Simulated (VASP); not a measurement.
Consider the following.

```
Au
1.0
    0.00000     2.07727     2.07727
    2.07727     0.00000     2.07727
    2.07727     2.07727     0.00000
Au
1
Cartesian
  0.00000   0.00000   0.00000
```

The numbers are results of PBE GGA, VASP's PBE PAW potentials (set 64) (plane waves; VASP), not measurements. Numerical set-up: 500 eV cut-off, 15×15×15 Γ-centred mesh, first-order Methfessel-Paxton smearing of 0.10 eV, potentials Au.

Energy and stress use the plane-wave basis of the starting cell.

Task: The ions, cell shape and volume at an external pressure of 5.0 GPa are relaxed. What does this cell relax into?

Result: 
```
Au
1.0
    0.00000     2.05537     2.05537
    2.05537     0.00000     2.05537
    2.05537     2.05537     0.00000
Au
1
Cartesian
  0.00000   0.00000   0.00000
```
Space group Fm-3m (225), at a tolerance of 0.03 Å.

Task: How do energy and volume change from the first to the last step?

Result: The energy (σ→0) changes by +8.4 meV/atom and the volume by -3.1 %, in 3 ionic steps.

The compound is Au in the fcc structure. This run relaxes it under an external pressure of 5 GPa. Symmetry was kept, so distortions that lower it aren't found.
